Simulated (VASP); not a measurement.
Input for VASP

KPOINTS:
```
Automatic mesh
0
G
 13 13 13
```

**POSCAR**
```
NbP
3.9433420
  0.0000000000   0.7071067824   0.7071067824
  0.7071067824   0.0000000000   0.7071067824
  0.7071067824   0.7071067824   0.0000000000
Nb P
1 1
direct
  0.0000000000   0.0000000000   0.0000000000
  0.2500000000   0.2500000000   0.2500000000
```

### INCAR
```
ISMEAR = -5   ! tetrahedra, Bloechl
LMAXMIX = 4
ALGO = Normal   ! blocked Davidson
LCHARG = .True.
LWAVE = .False.
NELM = 100
ENCUT = 400   ! plane-wave cut-off (eV)
LORBIT = 11
NEDOS = 601
LASPH = .True.   ! aspherical one-centre terms
LREAL = .False.
ISIF = 2
GGA = PE
SYSTEM = NbP
PREC = Accurate
EDIFF = 1E-7
```

POTCAR, in this order: Nb_sv P (PBE.64 set). Program: vasp_std.

Task: Write an equivalent input for Quantum ESPRESSO's pw.x.

Result: One equivalent input (not run):
```
&CONTROL
  calculation = 'scf'
  pseudo_dir = './pseudo'
  outdir = './out'
  tprnfor = .true.
  tstress = .true.
/
&SYSTEM
  ibrav = 0
  nat = 2
  ntyp = 2
  ecutwfc = 82
  occupations = 'tetrahedra'
  input_dft = 'pbe'
/
&ELECTRONS
  conv_thr = 7.3e-09
  electron_maxstep = 100
/
ATOMIC_SPECIES
  Nb 92.906 Nb.upf
  P 30.974 P.upf
CELL_PARAMETERS angstrom
     0.0000000    2.7883639    2.7883639
     2.7883639    0.0000000    2.7883639
     2.7883639    2.7883639    0.0000000
ATOMIC_POSITIONS crystal
  Nb   0.0000000  0.0000000  0.0000000
  P    0.2500000  0.2500000  0.2500000
K_POINTS automatic
  13 13 13 0 0 0
```
Limits of the translation: the potentials are each code's own (VASP's PAW set, PseudoDojo norm-conserving files in pw.x), so ENCUT and ecutwfc are chosen apart and not converted; conv_thr bounds pw.x's estimated SCF error, while EDIFF bounds the energy change between steps.

The structure was generated: NbP was put into the zinc blende type (F-43m), which need not be its known phase. It was relaxed first, which changed the volume by -29 %.
